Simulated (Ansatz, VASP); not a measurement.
# Si2Ni: VASP beside Ansatz, part 2 of 2

One calculation is typed for both programs; each brings its own data sets. How far apart do they land? The cell is taken from a series of runs on this material, whose earlier steps may have relaxed, scaled, displaced or heated it; both programs get it as it stands.

VASP 6.6.1 and Ansatz 0.2.0.

So far: The starting structure; Ansatz: zone-centre phonons, PBEsol.

## Step 3: VASP: zone-centre phonons, PBEsol

Level of this step: PBEsol, no spin polarisation; plane waves and PAW (Si, Ni) (VASP).

The same cell, functional, mesh and smearing now go to VASP, with its own data sets.

Lines of VASP's logs that name or quote its potential files are left out, and so is its time.

File INCAR:

```
SYSTEM = Si2Ni
PREC = Accurate
ENCUT = 600
EDIFF = 1E-08
NELM = 120
ISMEAR = 1
SIGMA = 0.2
LREAL = .FALSE.
ALGO = Normal
GGA = PS
NBANDS = 15
LASPH = .TRUE.
LORBIT = 11
LWAVE = .FALSE.
LCHARG = .FALSE.
ISIF = 2
IBRION = 8
GGA_COMPAT = .FALSE.
KPAR = 2
```

File POSCAR:

```
Si2Ni
1.0
    0.0000000000      2.7126404836      2.7126404836
    2.7126404836      0.0000000000      2.7126404836
    2.7126404836      2.7126404836      0.0000000000
Si Ni
2 1
Direct
    0.2500000000      0.2500000000      0.2500000000
    0.7500000000      0.7500000000      0.7500000000
    0.0000000000      0.0000000000      0.0000000000
```

File KPOINTS:

```
Automatic mesh
0
Gamma
16 16 16
0 0 0
```

The projector-augmented-wave data sets are Si and Ni (PBE family, release 64).

Run with:

```sh
> mpirun -np 2 vasp_std
```

Numbers of over 12 decimals in the logs are rounded to 6 here.

Log:

```text
[banner, memory and clock lines left out]
running    2 mpi-ranks, on    1 nodes
 distrk:  each k-point on    1 cores,    2 groups
 distr:  one band on    1 cores,    1 groups

 POSCAR found type information on POSCAR SiNi
 POSCAR found :  2 types and       3 ions
|                                                                             |
|               ----> ADVICE to this user running VASP <----                  |
|                                                                             |
|     You enforced a specific xc type in the INCAR file but a different       |
|     [... a line on the potential file left out ...]
|     I HOPE YOU KNOW WHAT YOU ARE DOING!                                     |
|                                                                             |

 LDA part: xc-table for (Slater+PW92), standard interpolation
 POSCAR, INCAR and KPOINTS ok, starting setup
 FFT: planning ... GRIDC
 FFT: planning ... GRID_SOFT
 FFT: planning ... GRID
 WAVECAR not read
 entering main loop
       N       E                     dE             d eps       ncg     rms          rms(c)
DAV:   1     0.707990442320E+02    0.70799E+02   -0.86227E+03  4366   0.137E+03
DAV:   2    -0.170928915454E+02   -0.87892E+02   -0.81080E+02  4595   0.239E+02
DAV:   3    -0.211609018144E+02   -0.40680E+01   -0.39678E+01  5823   0.557E+01
DAV:   4    -0.212321829593E+02   -0.71281E-01   -0.71220E-01  5030   0.684E+00
DAV:   5    -0.212340191155E+02   -0.18362E-02   -0.18359E-02  5934   0.118E+00    0.171E+01
DAV:   6    -0.264097790508E+02   -0.51758E+01   -0.48293E+01  4711   0.167E+02    0.261E+01
DAV:   7    -0.191443266368E+02    0.72655E+01   -0.14480E+01  5464   0.103E+02    0.414E+00
DAV:   8    -0.190236658301E+02    0.12066E+00   -0.20764E+00  6338   0.234E+01    0.266E+00
DAV:   9    -0.189777554818E+02    0.45910E-01   -0.29218E-01  5409   0.980E+00    0.719E-01
DAV:  10    -0.189745295841E+02    0.32259E-02   -0.11368E-02  6060   0.226E+00    0.304E-01
DAV:  11    -0.189743532921E+02    0.17629E-03   -0.11972E-03  6648   0.346E-01    0.601E-02
DAV:  12    -0.189743721663E+02   -0.18874E-04   -0.39912E-05  5362   0.622E-02    0.268E-02
DAV:  13    -0.189743661555E+02    0.60108E-05   -0.19978E-05  5669   0.112E-01    0.616E-03
DAV:  14    -0.189743660265E+02    0.12902E-06   -0.17220E-06  5197   0.136E-02    0.314E-03
DAV:  15    -0.189743660328E+02   -0.63312E-08   -0.24510E-07  6252   0.111E-02    0.393E-04
DAV:  16    -0.189743660812E+02   -0.48319E-07   -0.35283E-08  4495   0.133E-03    0.243E-04
DAV:  17    -0.189743660845E+02   -0.33715E-08   -0.24177E-10  2889   0.160E-04
   1 F= -.18974366E+02 E0= -.18974100E+02  d E =-.799648E-03
 Linear response reoptimize wavefunctions to high precision
DAV:   1    -0.189743660856E+02   -0.10189E-08   -0.77812E-11  3015   0.156E-04
DAV:   2    -0.189743660856E+02   -0.30241E-10   -0.38974E-11  2595   0.643E-05
 Linear response DOF=           2
 Linear response progress:
  Degree of freedom:   1/  2
       N       E                     dE             d eps       ncg     rms          rms(c)
RMM:   1    -0.200235992828E-01   -0.20024E-01    0.29598E-02 46554   0.120E+00
RMM:   2    -0.175111573130E-01    0.25124E-02   -0.10626E-03 27742   0.518E-01    0.899E-02
RMM:   3    -0.176772250103E-01   -0.16607E-03   -0.42778E-04 31213   0.145E-01    0.493E-02
RMM:   4    -0.178201855579E-01   -0.14296E-03   -0.62311E-05 29677   0.557E-02    0.799E-03
RMM:   5    -0.178085609790E-01    0.11625E-04   -0.33679E-06 32294   0.145E-02    0.466E-03
RMM:   6    -0.177954807535E-01    0.13080E-04   -0.60388E-07 32696   0.512E-03    0.678E-04
RMM:   7    -0.177996745664E-01   -0.41938E-05   -0.23360E-07 32356   0.168E-03    0.447E-04
RMM:   8    -0.177988402658E-01    0.83430E-06    0.43429E-09 31040   0.714E-04    0.277E-04
RMM:   9    -0.177981657792E-01    0.67449E-06    0.10939E-08 31510   0.383E-04    0.611E-05
RMM:  10    -0.177982860140E-01   -0.12023E-06   -0.14940E-08 33252   0.110E-04    0.159E-05
RMM:  11    -0.177981759015E-01    0.11011E-06   -0.17716E-09 33246   0.445E-05    0.452E-06
RMM:  12    -0.177981758111E-01    0.90455E-10   -0.94029E-10 34274   0.175E-05    0.276E-06
 first order change of Fermi-energy  -0.11001E-05
 force on displaced ion       1 direction 1 :  -7.463   0.000   0.000
 Linear response progress:
  Degree of freedom:   2/  2
       N       E                     dE             d eps       ncg     rms          rms(c)
RMM:   1    -0.191914739568E+00   -0.19191E+00   -0.11191E-01 16508   0.254E+00
RMM:   2    -0.187933273120E+00    0.39815E-02   -0.24204E-03 14921   0.609E-01    0.200E-01
RMM:   3    -0.187771643464E+00    0.16163E-03   -0.31992E-04 16550   0.134E-01    0.118E-01
RMM:   4    -0.188365156851E+00   -0.59351E-03   -0.36421E-04 17338   0.133E-01    0.759E-03
RMM:   5    -0.188325286212E+00    0.39871E-04   -0.64182E-06 17870   0.252E-02    0.510E-03
RMM:   6    -0.188319251317E+00    0.60349E-05   -0.67208E-07 15818   0.926E-03    0.376E-03
RMM:   7    -0.188305099829E+00    0.14151E-04   -0.28409E-07 17822   0.535E-03    0.628E-04
RMM:   8    -0.188299895143E+00    0.52047E-05   -0.15811E-08 18503   0.106E-03    0.260E-04
RMM:   9    -0.188297261098E+00    0.26340E-05   -0.30138E-09 17674   0.293E-04    0.395E-05
RMM:  10    -0.188296932810E+00    0.32829E-06   -0.29005E-09 18646   0.985E-05    0.147E-05
RMM:  11    -0.188296900247E+00    0.32564E-07   -0.24946E-09 18709   0.437E-05    0.451E-06
RMM:  12    -0.188296843352E+00    0.56895E-07   -0.19807E-09 19068   0.200E-05    0.132E-06
RMM:  13    -0.188296852861E+00   -0.95099E-08   -0.26882E-09 18383   0.137E-05    0.351E-07
 first order change of Fermi-energy  -0.38495E-03
 force on displaced ion       3 direction 1 :  -9.440   0.000   0.000
 Linear response finished
```

OUTCAR, selected parts (step 3):

```text
ion  position               nearest neighbor table
   1  0.250  0.250  0.250-   3 2.35   3 2.35   3 2.35   3 2.35   2 2.71   2 2.71   2 2.71   2 2.71
                             2 2.71   2 2.71
   2  0.750  0.750  0.750-   3 2.35   3 2.35   3 2.35   3 2.35   1 2.71   1 2.71   1 2.71   1 2.71
                             1 2.71   1 2.71
   3  0.000  0.000  0.000-   2 2.35   2 2.35   2 2.35   1 2.35   2 2.35   1 2.35   1 2.35   1 2.35

  LATTYP: Found a face centered cubic cell.
 ALAT       =     5.4252809672

 Subroutine GETGRP returns: Found 48 space group operations
 (whereof 48 operations were pure point group operations)

The static configuration has the point symmetry O_h .

 Found    145 irreducible k-points:

   k-points           NKPTS =    145   k-points in BZ     NKDIM =    145   number of bands    NBANDS=     15

   dimension x,y,z NGX =    32 NGY =   32 NGZ =   32
   dimension x,y,z NGXF=    64 NGYF=   64 NGZF=   64

   ENCUT  =  600.0 eV  44.10 Ry    6.64 a.u.   7.66  7.66  7.66*2*pi/ulx,y,z

   NELECT =      18.0000    total number of electrons

 k-points in reciprocal lattice and weights: Automatic mesh
   0.00000000  0.00000000  0.00000000       0.000
   0.06250000  0.00000000  0.00000000       0.002
   0.12500000  0.00000000  0.00000000       0.002
   0.18750000  0.00000000  0.00000000       0.002
   0.25000000  0.00000000  0.00000000       0.002
   0.31250000  0.00000000  0.00000000       0.002
   0.37500000  0.00000000  0.00000000       0.002
   0.43750000  0.00000000  0.00000000       0.002
   0.50000000  0.00000000  0.00000000       0.001
[...]
-0.31250000  0.50000000  0.18750000       0.003
  -0.25000000  0.50000000  0.25000000       0.001

 average (electrostatic) potential at core
       1 -79.7958       2 -79.7958       3 -82.2398

  Total       -0.7156555     -0.7156555     -0.7156555      0.0000000      0.0000000     -0.0000000
  in kB      -28.7215506    -28.7215506    -28.7215506      0.0000000      0.0000000     -0.0000000
  external PRESSURE =     -28.7215506 kB  Pullay stress =       0.0000000 kB

  energy-cutoff  :      600.00
  volume of cell :       39.92
      direct lattice vectors                 reciprocal lattice vectors
     0.000000000  2.712640484  2.712640484    -0.184322251  0.184322251  0.184322251
     2.712640484  0.000000000  2.712640484     0.184322251 -0.184322251  0.184322251
     2.712640484  2.712640484  0.000000000     0.184322251  0.184322251 -0.184322251

 POSITION                                       TOTAL-FORCE (eV/Angst)
 -----------------------------------------------------------------------------------
      1.35632      1.35632      1.35632         0.000000      0.000000      0.000000
      4.06896      4.06896      4.06896        -0.000000     -0.000000     -0.000000
      0.00000      0.00000      0.00000        -0.000000     -0.000000      0.000000
 -----------------------------------------------------------------------------------
    total drift:                                0.000000     -0.000000      0.000000

 Eigenvectors and eigenvalues of the dynamical matrix
 ----------------------------------------------------

   1 f  =    9.425872 THz    59.224503 2PiTHz  314.413261 cm-1    38.982259 meV
             X         Y         Z           dx          dy          dz
      1.356320  1.356320  1.356320     0.137958   -0.587734    0.368152
      4.068961  4.068961  4.068961    -0.137958    0.587734   -0.368152
      0.000000  0.000000  0.000000     0.000000   -0.000000    0.000000

   2 f  =    9.425872 THz    59.224503 2PiTHz  314.413261 cm-1    38.982259 meV
             X         Y         Z           dx          dy          dz
      1.356320  1.356320  1.356320    -0.283996   -0.390326   -0.516713
      4.068961  4.068961  4.068961     0.283996    0.390326    0.516713
      0.000000  0.000000  0.000000     0.000000    0.000000    0.000000

   3 f  =    9.425872 THz    59.224503 2PiTHz  314.413261 cm-1    38.982259 meV
             X         Y         Z           dx          dy          dz
      1.356320  1.356320  1.356320    -0.632704    0.047050    0.312205
      4.068961  4.068961  4.068961     0.632704   -0.047050   -0.312205
      0.000000  0.000000  0.000000    -0.000000   -0.000000    0.000000

   4 f  =    8.964247 THz    56.324023 2PiTHz  299.015082 cm-1    37.073128 meV
             X         Y         Z           dx          dy          dz
      1.356320  1.356320  1.356320     0.000000    0.000000    0.505377
      4.068961  4.068961  4.068961     0.000000    0.000000    0.505377
      0.000000  0.000000  0.000000     0.000000    0.000000   -0.699421

   5 f  =    8.964247 THz    56.324023 2PiTHz  299.015082 cm-1    37.073128 meV
             X         Y         Z           dx          dy          dz
      1.356320  1.356320  1.356320    -0.000000   -0.505377    0.000000
      4.068961  4.068961  4.068961    -0.000000   -0.505377    0.000000
      0.000000  0.000000  0.000000    -0.000000    0.699421    0.000000

   6 f  =    8.964247 THz    56.324023 2PiTHz  299.015082 cm-1    37.073128 meV
             X         Y         Z           dx          dy          dz
      1.356320  1.356320  1.356320    -0.505377    0.000000    0.000000
      4.068961  4.068961  4.068961    -0.505377   -0.000000   -0.000000
      0.000000  0.000000  0.000000     0.699421   -0.000000    0.000000

   7 f/i=    0.001426 THz     0.008958 2PiTHz    0.047558 cm-1     0.005896 meV
             X         Y         Z           dx          dy          dz
      1.356320  1.356320  1.356320     0.491771   -0.052498   -0.000000
      4.068961  4.068961  4.068961     0.491771   -0.052498    0.000000
      0.000000  0.000000  0.000000     0.710672   -0.075867    0.000000

   8 f/i=    0.001426 THz     0.008958 2PiTHz    0.047558 cm-1     0.005896 meV
             X         Y         Z           dx          dy          dz
      1.356320  1.356320  1.356320     0.000000    0.000000   -0.494565
      4.068961  4.068961  4.068961     0.000000    0.000000   -0.494565
      0.000000  0.000000  0.000000     0.000000    0.000000   -0.714710

   9 f/i=    0.001426 THz     0.008958 2PiTHz    0.047558 cm-1     0.005896 meV
             X         Y         Z           dx          dy          dz
      1.356320  1.356320  1.356320    -0.052498   -0.491771   -0.000000
      4.068961  4.068961  4.068961    -0.052498   -0.491771   -0.000000
      0.000000  0.000000  0.000000    -0.075867   -0.710672    0.000000

 ELASTIC MODULI CONTR FROM IONIC RELAXATION (kBar)
 Direction    XX          YY          ZZ          XY          YZ          ZX
 --------------------------------------------------------------------------------
 XX          -0.0000      0.0000      0.0000     -0.0000      0.0000     -0.0000
 YY           0.0000     -0.0000      0.0000     -0.0000     -0.0000      0.0000
 ZZ           0.0000      0.0000     -0.0000      0.0000     -0.0000     -0.0000
 XY          -0.0000     -0.0000      0.0000   -359.1088      0.0000      0.0000
 YZ           0.0000     -0.0000     -0.0000      0.0000   -359.1088      0.0000
 ZX          -0.0000      0.0000     -0.0000      0.0000      0.0000   -359.1088
 --------------------------------------------------------------------------------
```

This run has no spin polarisation, so a moment on Ni, if there is one, isn't seen.

## Step 4: Side by side

Known differences besides the potentials themselves: the data sets hold 26 valence electrons in Ansatz (on its PAW soft_1 files) and 18 in VASP; the cutoff is 420 eV in Ansatz and 600 eV in VASP; Ansatz makes its cores anew for this functional, VASP keeps those of its PBE data sets. Total energies have different zeros and are not compared.

Compared:

```csv
quantity,Ansatz,VASP,difference
optical mode 1 to 3 (cm⁻¹),298.1,299.0,-0.29 %
optical mode 4 to 6 (cm⁻¹),315.2,314.4,+0.26 %
```

Modes are paired by rising frequency, not by their patterns, so a pair may set unlike modes beside each other; they are those without the splitting of longitudinal modes.

## Step 5: Summary of results

| Quantity | Value |
| --- | --- |
| r.m.s. difference of the optical zone-centre modes, each program's sorted by frequency (zone-centre phonons, PBEsol) | 0.85 cm⁻¹ |

The r.m.s. difference of the optical zone-centre modes, each program's sorted by frequency is 0.85 cm⁻¹ (zone-centre phonons, PBEsol). The data sets hold unlike numbers of valence electrons (26 in Ansatz and 18 in VASP), so part of the differences comes from the potentials. Such differences can come from data sets, numerical settings and the points named under the comparisons, not from the functional's error against experiment.

[Lines on the potential files, build, host, timing and source positions are cut from VASP's logs without a mark.]

[Logs are printed without paths, hosts, clocks, repeated set-up lines and the standing remarks that a program may print on its own settings, such as how far it seeks lower states.]

[Hosts, paths, dates, database ids (printed as entryN), source tags and the programs' standing remarks are cut or masked in the printed files.]
